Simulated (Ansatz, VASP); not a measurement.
Ta2F: VASP beside Ansatz

```
Ta F
1.0
     2.82214    0.00000    0.00000
    -1.41107    2.44404    0.00000
     0.00000    0.00000    6.55003
Ta F
2 1
Direct
  0.33333 0.66667 0.69563
  0.66667 0.33333 0.30437
  0.00000 0.00000 0.00000
```

Alike in both runs: task single point; functional PBE; k mesh 6 × 6 × 4; occupations gaussian, width 0.1 eV; collinear spin.

|  | VASP | Ansatz |
| --- | --- | --- |
| version | VASP 6.6.1 | Ansatz 0.2.0 |
| potentials or method | VASP PAW PBE potentials, release 64 (Ta_pv, F) | scalar-relativistic, plane waves, PAW |
| plane-wave cutoff (eV) | 520 | 420 |
| valence electrons in the cell | 29 | 33 |

|  | VASP | Ansatz | Ansatz less VASP |
| --- | --- | --- | --- |
| gap on the k mesh at the Fermi level (eV) | none | none | - |
| pressure (GPa) | -0.1 | -0.1 | +0.01 |
| largest component of the traceless stress (GPa) | 0.21 | 0.28 | +0.073 |
| rms of the force components (eV/Å) | 0.002 | 0.006 | +0.0042 |
| net moment per atom (μB) | 0.00 | 0.00 | 0.000 |

Atom by atom the forces differ by 0.004 eV/Å (rms over components). A gap of «none» marks a metal or a gap that the smearing closes. The functional is the same, so the differences come from potentials, cutoffs and numerics. The two sets of potentials don't hold the same shells in valence. Ansatz warned: «seeded_moment_not_kept».

Caveats: the k mesh is coarse (spacing up to 0.43 Å⁻¹), so the values aren't converged. The runs have no spin-orbit coupling, so splittings on Ta are missing.
